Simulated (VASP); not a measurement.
A convergence study with VASP on NaI (rock salt): one setting is varied, all else stays as given below, so the limit is that of these other settings.

```yaml
crystal:
  lattice:
    - [0.00000, 3.23500, 3.23500]
    - [3.23500, 0.00000, 3.23500]
    - [3.23500, 3.23500, 0.00000]
  atoms:
    - { symbol: Na, position: [0.00000, 0.00000, 0.00000] }
    - { symbol: I, position: [0.50000, 0.50000, 0.50000] }
```

Computed with PBE GGA, VASP's PBE PAW potentials (set 64) (plane waves; VASP). The tightest run used: 550 eV cut-off, 16×16×16 Γ-centred mesh, Gaussian smearing of 0.050 eV, potentials Na_pv I.

The settings run are 1×1×1 mesh; 2×2×2 mesh; 3×3×3 mesh; 4×4×4 mesh; 5×5×5 mesh; 6×6×6 mesh; 7×7×7 mesh; 8×8×8 mesh; 9×9×9 mesh; 10×10×10 mesh; 11×11×11 mesh; 12×12×12 mesh; 13×13×13 mesh; 14×14×14 mesh; 15×15×15 mesh; 16×16×16 mesh. From which on does the energy per atom stay within 0.001 eV/atom of the tightest run?

From 5×5×5 mesh on: it is off by 0.0004 there and by no more than 0.001 in any finer run, while 4×4×4 mesh is off by 0.0029.
```tsv
setting	E (eV/atom)	pressure (GPa)	irreducible k-points	difference judged (eV/atom)
1×1×1 mesh	0.0083	20.65	1	2.7007
2×2×2 mesh	-2.4824	2.73	3	0.2100
3×3×3 mesh	-2.6707	0.78	4	0.0217
4×4×4 mesh	-2.6896	0.51	8	0.0029
5×5×5 mesh	-2.6920	0.47	10	0.0004
6×6×6 mesh	-2.6924	0.46	16	0.0001
7×7×7 mesh	-2.6924	0.46	20	0.0000
8×8×8 mesh	-2.6924	0.46	29	0.0000
9×9×9 mesh	-2.6924	0.46	35	0.0000
10×10×10 mesh	-2.6924	0.46	47	0.0000
11×11×11 mesh	-2.6924	0.46	56	0.0000
12×12×12 mesh	-2.6924	0.46	72	0.0000
13×13×13 mesh	-2.6924	0.46	84	0.0000
14×14×14 mesh	-2.6924	0.46	104	0.0000
15×15×15 mesh	-2.6924	0.46	120	0.0000
16×16×16 mesh	-2.6924	0.46	145	0.0000
```

Left out are rungs that failed or repeat a setting and relaxations that didn't move; long series are thinned to 24 rows.

The compound is NaI in the rock salt structure. The cell was not relaxed at this level.
